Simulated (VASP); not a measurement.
Output of a VASP run:

OSZICAR:
```
...
DAV:   5    -0.489863428836E+00   -0.20130E-06   -0.20121E-06  1284   0.696E-03    0.902E-01
DAV:   6    -0.495251447595E+00   -0.53880E-02   -0.21236E-03  1164   0.436E-01    0.588E-01
DAV:   7    -0.498366352555E+00   -0.31149E-02   -0.68361E-03   996   0.860E-01    0.379E-02
DAV:   8    -0.498384095989E+00   -0.17743E-04   -0.27670E-05  1350   0.486E-02    0.842E-03
DAV:   9    -0.498386716570E+00   -0.26206E-05   -0.26447E-06  1170   0.175E-02    0.124E-03
DAV:  10    -0.498386803897E+00   -0.87327E-07   -0.10399E-07   726   0.317E-03
   1 F= -.49838680E+00 E0= -.49816617E+00  d E =-.498387E+00
       N       E                     dE             d eps       ncg     rms          rms(c)
DAV:   1    -0.503376746471E+00   -0.49900E-02   -0.18155E-02  1200   0.846E-01    0.463E-02
DAV:   2    -0.503388389732E+00   -0.11643E-04   -0.68702E-05  1080   0.613E-02    0.304E-02
DAV:   3    -0.503394640312E+00   -0.62506E-05   -0.17492E-05  1182   0.431E-02    0.136E-03
DAV:   4    -0.503394241048E+00    0.39926E-06   -0.57377E-08   726   0.220E-03
   2 F= -.50339424E+00 E0= -.50337631E+00  d E =-.500744E-02
       N       E                     dE             d eps       ncg     rms          rms(c)
DAV:   1    -0.504184105854E+00   -0.78947E-03   -0.57054E-03  1200   0.477E-01    0.239E-02
DAV:   2    -0.504187999092E+00   -0.38932E-05   -0.21139E-05  1074   0.342E-02    0.157E-02
DAV:   3    -0.504190962735E+00   -0.29636E-05   -0.53622E-06  1176   0.237E-02    0.752E-04
DAV:   4    -0.504190738388E+00    0.22435E-06   -0.16692E-08   582   0.119E-03
   3 F= -.50419074E+00 E0= -.50431429E+00  d E =-.580393E-02
       N       E                     dE             d eps       ncg     rms          rms(c)
DAV:   1    -0.504554587594E+00   -0.36362E-03   -0.14891E-03  1260   0.208E-01    0.118E-02
DAV:   2    -0.504556064400E+00   -0.14768E-05   -0.72315E-06  1044   0.208E-02    0.769E-03
DAV:   3    -0.504556590205E+00   -0.52580E-06   -0.14918E-06  1068   0.103E-02
   4 F= -.50455659E+00 E0= -.50476017E+00  d E =-.365852E-03
       N       E                     dE             d eps       ncg     rms          rms(c)
DAV:   1    -0.504611066887E+00   -0.55002E-04   -0.37967E-04  1254   0.105E-01    0.695E-03
DAV:   2    -0.504611424986E+00   -0.35810E-06   -0.18667E-06  1014   0.105E-02
   5 F= -.50461142E+00 E0= -.50482514E+00  d E =-.420687E-03
       N       E                     dE             d eps       ncg     rms          rms(c)
DAV:   1    -0.504614717556E+00   -0.36507E-05   -0.30704E-05  1254   0.319E-02    0.214E-03
DAV:   2    -0.504614742912E+00   -0.25356E-07   -0.13157E-07   756   0.282E-03
   6 F= -.50461474E+00 E0= -.50483134E+00  d E =-.424005E-03
       N       E                     dE             d eps       ncg     rms          rms(c)
DAV:   1    -0.504614865377E+00   -0.14782E-06   -0.21683E-06  1254   0.856E-03    0.571E-04
DAV:   2    -0.504614865744E+00   -0.36697E-09   -0.96945E-09   528   0.764E-04
   7 F= -.50461487E+00 E0= -.50483236E+00  d E =-.424127E-03
       N       E                     dE             d eps       ncg     rms          rms(c)
DAV:   1    -0.504635142544E+00   -0.20277E-04   -0.11970E-04  1176   0.702E-02    0.355E-03
DAV:   2    -0.504635030226E+00    0.11232E-06   -0.42449E-07   912   0.522E-03
   8 F= -.50463503E+00 E0= -.50485542E+00  d E =-.201645E-04
```

**OUTCAR**
```
------------------------ aborting loop because EDIFF is reached ----------------------------------------
  FORCE on cell =-STRESS in cart. coord.  units (eV):
  Direction    XX          YY          ZZ          XY          YZ          ZX
  --------------------------------------------------------------------------------------
  Total        0.0002545      0.0002545      0.0039058      0.0000000      0.0000000      0.0000000
  in kB        0.0090177      0.0090177      0.1384220      0.0000000      0.0000000      0.0000000
  external PRESSURE =       0.0521525 kB  Pullay stress =       0.0000000 kB
  volume of cell :       45.21
      direct lattice vectors                 reciprocal lattice vectors
     1.600174864 -2.771584615 -0.000000000     0.312465851 -0.180402214 -0.000000000
     1.600174864  2.771584615  0.000000000     0.312465851  0.180402214 -0.000000000
     0.000000000  0.000000000  5.096727017    -0.000000000 -0.000000000  0.196204348
 POSITION                                       TOTAL-FORCE (eV/Angst)
 -----------------------------------------------------------------------------------
      1.60017      0.92386      1.27418        -0.000000     -0.000000      0.000000
      1.60017     -0.92386      3.82255         0.000000      0.000000      0.000000
 -----------------------------------------------------------------------------------
    total drift:                                0.000001     -0.000006      0.000001
  FREE ENERGIE OF THE ION-ELECTRON SYSTEM (eV)
  ---------------------------------------------------
  free  energy   TOTEN  =        -0.5046350302 eV

  energy  without entropy=       -0.5052961951  energy(sigma->0) =       -0.50485542

 reached required accuracy - stopping structural energy minimisation
```
(Selected blocks of OUTCAR.)

POSCAR:
```
Mg
1
    1.6050000000    -2.7799420000     0.0000000000
    1.6050000000     2.7799420000     0.0000000000
    0.0000000000     0.0000000000     5.2100000000
Mg
2
Direct
  0.3333330000   0.6666670000   0.2500000000
  0.6666670000   0.3333330000   0.7500000000
```

Task: Write an INCAR and KPOINTS that could have produced this output.

Result: This is not unique; one that fits is the input of the run itself, rev-vdW-DF2, plane waves, VASP's PBE PAW potentials (set 64).

**KPOINTS**
```
Automatic mesh
0
Gamma
12 12 7
0 0 0
```

### INCAR
```
ALGO = Normal   # blocked Davidson
PARAM1 = 0.1234568
ISMEAR = 1   # Methfessel-Paxton
NSW = 60   # most ionic steps
LWAVE = F
PREC = Accurate
ENCUT = 520   # plane-wave cut-off (eV)
EDIFFG = -0.01   # ionic stop
LREAL = F   # projection in real space or not
LASPH = T   # aspherical one-centre terms
AGGAC = 0.0
PARAM2 = 0.7114
LCHARG = F
SIGMA = 0.1   # width (eV)
LUSE_VDW = T
ZAB_VDW = -1.8867
ISIF = 3
GGA = MK
NELM = 100   # most electronic steps
SYSTEM = Mg
IBRION = 2   # conjugate gradients
EDIFF = 1E-6   # SCF stop (eV)
```

POTCAR, in this order: Mg (PBE.64 set). Program: vasp_std.

Energy and stress use the plane-wave basis of the starting cell.

The compound is Mg in the hcp structure. This run relaxes it. Symmetry was kept, so distortions that lower it aren't found.
